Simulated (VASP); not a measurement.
Data:

```xyz
3
Lattice="2.2734 -3.9377 0.0000 2.2734 3.9377 0.0000 0.0000 0.0000 6.0573" Properties=species:S:1:pos:R:3 pbc="T T T"
Te     0.6076     1.0524     4.0382
Te     3.3317     0.0000     0.0000
Te     0.6076    -1.0524     2.0191
```

Computed with SCAN meta-GGA, VASP's PBE PAW potentials (set 64) (plane waves; VASP 6.6.1). Numerical set-up: 520 eV cut-off, 6×6×4 Γ-centred mesh, Gaussian smearing of 0.050 eV, potentials Te.

Task: The ions and cell shape at fixed volume are relaxed. What does this cell relax into?

Result: 
```xyz
3
Lattice="2.3026 -3.9882 0.0000 2.3026 3.9882 0.0000 0.0000 0.0000 5.9048" Properties=species:S:1:pos:R:3 pbc="T T T"
Te     2.8949    -2.9623     3.9365
Te     3.4206     0.0000     0.0000
Te     2.8949     2.9623     1.9683
```
Space group P3_121 (152), at a tolerance of 0.03 Å.

Task: How much energy does the relaxation gain?

Result: The energy (σ→0) changes by -11.0 meV/atom, in 7 ionic steps.

The compound is Te in the trig structure. This cell is one point of a volume scan, at 1.06 of the reference volume. Symmetry was kept, so distortions that lower it aren't found.
